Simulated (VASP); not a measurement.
Given:

```
CELL_PARAMETERS angstrom
      3.59670     0.00000     0.00000
      0.00000     3.59670     0.00000
      0.00000     0.00000     3.59670
ATOMIC_POSITIONS crystal
  Si 0.00000 0.00000 0.00000
  Ni 0.00000 0.50000 0.50000
  Ni 0.50000 0.00000 0.50000
  Ni 0.50000 0.50000 0.00000
```

Computed with PBE GGA, VASP's PBE PAW potentials (set 64) (plane waves; VASP). Settings: 300 eV cut-off, 7×7×7 Γ-centred mesh, Gaussian smearing of 0.27 eV, potentials Si Ni.

At this cut-off the stress carries a Pulay error, which pulls relaxed volumes low.

Task: Predict the energy per atom (σ→0), pressure, band gap (on the k-mesh) with the smallest direct gap where there is one.

Result: 
The band gap (on the k-mesh) comes out as none (metal, semimetal or under 0.01 eV) and the energy per atom (σ→0) is -5.888 eV/atom. The pressure is -13.52 GPa.

The absolute energy has meaning only against runs of the same code, potentials and settings.

The structure is a typed Ni3Si crystal (Pm-3m). The cell was not relaxed at this level. The run is not spin-polarised, so no magnetic state was tried.
